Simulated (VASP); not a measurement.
Calculation: PW91 GGA, VASP's PBE PAW potentials (set 64) (plane waves; VASP).

The input files of a VASP run:

### INCAR
```
! general
SYSTEM=Si
PREC  =Accurate
ENCUT =520
LREAL =.False.
LASPH =.True.

! electronic loop
EDIFF =1E-7
NELM  =100
ALGO  =Normal

! smearing
ISMEAR=0
SIGMA =0.05

! functional
GGA   =91

! ions
ISIF  =2

! output
LWAVE =.False.
LCHARG=.False.
```

**POSCAR**
```
Si
1
    0.0000000000     2.7879878528     2.7879878528
    2.7879878528     0.0000000000     2.7879878528
    2.7879878528     2.7879878528     0.0000000000
Si
2
Direct
  0.0000000000   0.0000000000   0.0000000000
  0.2500000000   0.2500000000   0.2500000000
```

File KPOINTS:
```
Automatic
0
Gamma
 8 8 8
0 0 0
```

POTCAR, in this order: Si (PBE.64 set). Program: vasp_std.

Output of the run:

File OSZICAR:
```
       N       E                     dE             d eps       ncg     rms          rms(c)
DAV:   1     0.835730095508E+01    0.83573E+01   -0.32235E+03   464   0.762E+02
DAV:   2    -0.106618022951E+02   -0.19019E+02   -0.18359E+02   736   0.829E+01
DAV:   3    -0.109317737774E+02   -0.26997E+00   -0.26997E+00   616   0.124E+01
DAV:   4    -0.109330145184E+02   -0.12407E-02   -0.12407E-02   744   0.925E-01
DAV:   5    -0.109330156732E+02   -0.11548E-05   -0.11548E-05   592   0.256E-02    0.419E+00
DAV:   6    -0.108380538712E+02    0.94962E-01   -0.64537E-02   584   0.131E+00    0.256E+00
DAV:   7    -0.107917157782E+02    0.46338E-01   -0.13309E-01   560   0.198E+00    0.154E-01
DAV:   8    -0.107926100329E+02   -0.89425E-03   -0.35852E-03   528   0.438E-01    0.635E-02
DAV:   9    -0.107927145135E+02   -0.10448E-03   -0.12103E-04   664   0.886E-02    0.542E-02
DAV:  10    -0.107927387239E+02   -0.24210E-04   -0.36207E-05   536   0.430E-02    0.161E-02
DAV:  11    -0.107927382841E+02    0.43986E-06   -0.31809E-07   680   0.439E-03    0.672E-03
DAV:  12    -0.107927382341E+02    0.49967E-07   -0.14908E-07   592   0.320E-03
   1 F= -.10792738E+02 E0= -.10792738E+02  d E =-.165991E-13
```

**OUTCAR**
```
------------------------ aborting loop because EDIFF is reached ----------------------------------------
  FORCE on cell =-STRESS in cart. coord.  units (eV):
  Direction    XX          YY          ZZ          XY          YZ          ZX
  --------------------------------------------------------------------------------------
  Total       -1.2353172     -1.2353172     -1.2353172     -0.0000000     -0.0000000     -0.0000000
  in kB      -45.6653118    -45.6653118    -45.6653118     -0.0000000     -0.0000000     -0.0000000
  external PRESSURE =     -45.6653118 kB  Pullay stress =       0.0000000 kB
  volume of cell :       43.34
      direct lattice vectors                 reciprocal lattice vectors
     0.000000000  2.787987853  2.787987853    -0.179340810  0.179340810  0.179340810
     2.787987853  0.000000000  2.787987853     0.179340810 -0.179340810  0.179340810
     2.787987853  2.787987853  0.000000000     0.179340810  0.179340810 -0.179340810
 POSITION                                       TOTAL-FORCE (eV/Angst)
 -----------------------------------------------------------------------------------
      0.00000      0.00000      0.00000         0.000000      0.000000      0.000000
      1.39399      1.39399      1.39399        -0.000000     -0.000000     -0.000000
 -----------------------------------------------------------------------------------
    total drift:                               -0.000000     -0.000000     -0.000000
  FREE ENERGIE OF THE ION-ELECTRON SYSTEM (eV)
  ---------------------------------------------------
  free  energy   TOTEN  =       -10.7927382341 eV

  energy  without entropy=      -10.7927382341  energy(sigma->0) =      -10.79273823
```
(Selected blocks of OUTCAR.)

The compound is Si in the diamond structure. This cell is one point of a volume scan, at 1.06 of the reference volume.
